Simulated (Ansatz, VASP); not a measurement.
B2SbN: VASP beside Ansatz

```
CELL_PARAMETERS angstrom
3.19359 0.00000 0.00000
-1.59679 2.76573 0.00000
0.00000 0.00000 5.88037
ATOMIC_POSITIONS crystal
B 0.33333 0.66667 0.00000
B 0.66667 0.33333 0.00000
Sb 0.00000 0.00000 0.50000
N 0.00000 0.00000 0.00000
```

The cell comes from a database or a generator and needn't be the stable form of this composition.

Alike in both runs: task relaxation of cell and atoms; functional PBE; dispersion D3(BJ); k mesh 15 × 15 × 8; occupations gaussian, width 0.1 eV; no spin polarisation.

```csv
,VASP,Ansatz
version,VASP 6.6.1,Ansatz 0.2.0
potentials or method,"VASP PAW PBE potentials, release 64 (B, Sb, N)","scalar-relativistic, plane waves, PAW"
plane-wave cutoff (eV),600,420
valence electrons in the cell,16,26
```

Ansatz gave:

- gap on the k mesh at the Fermi level, each at its own relaxed structure (eV): none
- relaxed volume (Å³/atom): 14.02
- relaxed cell length with the largest relative difference (Å): 6.472
- energy change over the relaxation (meV/atom): -9

**Question.** Which values does VASP return?

**Answer.** gap on the k mesh at the Fermi level, each at its own relaxed structure (eV): none; relaxed volume (Å³/atom): 13.93; relaxed cell length with the largest relative difference (Å): 6.435; energy change over the relaxation (meV/atom): -7.

A gap of «none» marks a metal or a gap that the smearing closes. The two sets of potentials don't hold the same shells in valence.

Spin-orbit coupling is left out, which matters for the levels of Sb.
